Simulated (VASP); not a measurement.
VASP input:

POSCAR:
```
CsCl
1
    4.0841284110     0.0000000000     0.0000000000
   -0.0000000000     4.0841284110     0.0000000000
    0.0000000000    -0.0000000000     4.0841284110
Cs Cl
1 1
Direct
  0.0000000000   0.0000000000   0.0000000000
  0.5000000000   0.5000000000   0.5000000000
```

### INCAR
```
SYSTEM=CsCl
PREC=Accurate; ENCUT=520; LREAL=.FALSE.
LASPH=.TRUE.
EDIFF=1E-6; NELM=100; ALGO=Normal
LMAXMIX=4
ISMEAR=0; SIGMA=0.05
GGA=CX; LUSE_VDW=.TRUE.; AGGAC=0.0
IBRION=2; NSW=60; ISIF=3
EDIFFG=-0.01
LWAVE=.FALSE.; LCHARG=.FALSE.
```

File KPOINTS:
```
Automatic mesh
0
Gamma
6 6 6
0 0 0
```

POTCAR, in this order: Cs_sv Cl (PBE.64 set). Program: vasp_std.

Problem. Write an equivalent input for Quantum ESPRESSO's pw.x.

Solution. One equivalent input (not run):
```
&CONTROL
  calculation = 'vc-relax'
  pseudo_dir = './pseudo'
  outdir = './out'
  tprnfor = .true.
  tstress = .true.
  nstep = 60
  forc_conv_thr = 0.00039
/
&SYSTEM
  ibrav = 0
  nat = 2
  ntyp = 2
  ecutwfc = 58
  occupations = 'smearing'
  smearing = 'gaussian'
  degauss = 0.003675
  input_dft = 'vdw-df-cx'
/
&ELECTRONS
  conv_thr = 7.3e-08
  electron_maxstep = 100
/
&IONS
/
&CELL
/
ATOMIC_SPECIES
  Cs 132.905 Cs.upf
  Cl 35.450 Cl.upf
CELL_PARAMETERS angstrom
     4.0841284    0.0000000    0.0000000
    -0.0000000    4.0841284    0.0000000
     0.0000000   -0.0000000    4.0841284
ATOMIC_POSITIONS crystal
  Cs   0.0000000  0.0000000  0.0000000
  Cl   0.5000000  0.5000000  0.5000000
K_POINTS automatic
  6 6 6 0 0 0
```
The two are equivalent in intent, not identical: the potentials are each code's own (VASP's PAW set, PseudoDojo norm-conserving files in pw.x), so ENCUT and ecutwfc are chosen apart and not converted; conv_thr bounds pw.x's estimated SCF error, while EDIFF bounds the energy change between steps; forc_conv_thr acts on force components and is met together with etot_conv_thr.

The compound is CsCl in the CsCl type structure. It was relaxed first. The start is the result of an earlier pass.
